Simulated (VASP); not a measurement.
Al (fcc) is relaxed at rising pressure, each step from the one before. Symmetry mostly holds the structure type, and other phases were not tried. The mesh follows the cell, and a change of mesh leaves a small step in the series.

Here is the system:

```cif
data_Al
_chemical_formula_sum 'Al1'
_space_group_name_H-M_alt 'P 1'
_space_group_IT_number 1
_cell_length_a 2.82249
_cell_length_b 2.82249
_cell_length_c 2.82249
_cell_angle_alpha 60.000
_cell_angle_beta 60.000
_cell_angle_gamma 60.000
loop_
_space_group_symop_operation_xyz
  'x, y, z'
loop_
_atom_site_label
_atom_site_type_symbol
_atom_site_fract_x
_atom_site_fract_y
_atom_site_fract_z
_atom_site_occupancy
Al1 Al 0.00000 0.00000 0.00000 1
```

Calculation: r2SCAN meta-GGA, VASP's PBE PAW potentials (set 64) (plane waves; VASP). Settings: 500 eV cut-off, 16×16×16 Γ-centred mesh, first-order Methfessel-Paxton smearing of 0.10 eV, potentials Al.

| P (GPa) | V (Å³/atom) | H − H(0) (eV/atom) | space group | gap on the mesh (eV) | k-mesh |
|---|---|---|---|---|---|
| 0 | 15.90 | 0.000 | Fm-3m | 0.00 | 16×16×16 |
| 5 | 15.12 | 0.483 | Fm-3m | 0.00 | 16×16×16 |
| 10 | 14.53 | 0.945 | Fm-3m | 0.00 | 16×16×16 |
| 20 | … | … | Fm-3m | 0.00 | 16×16×16 |
| 30 | … | … | Fm-3m | 0.00 | 17×17×17 |
| 45 | 12.10 | 3.822 | Fm-3m | 0.00 | 17×17×17 |

Task: Fill in the missing entries.

Result: 
- 30, V (Å³/atom): 12.91
- 30, H − H(0) (eV/atom): 2.652
- 20, V (Å³/atom): 13.63
- 20, H − H(0) (eV/atom): 1.823

Pressures at which the relaxation failed are left out.

The compound is Al in the fcc structure.
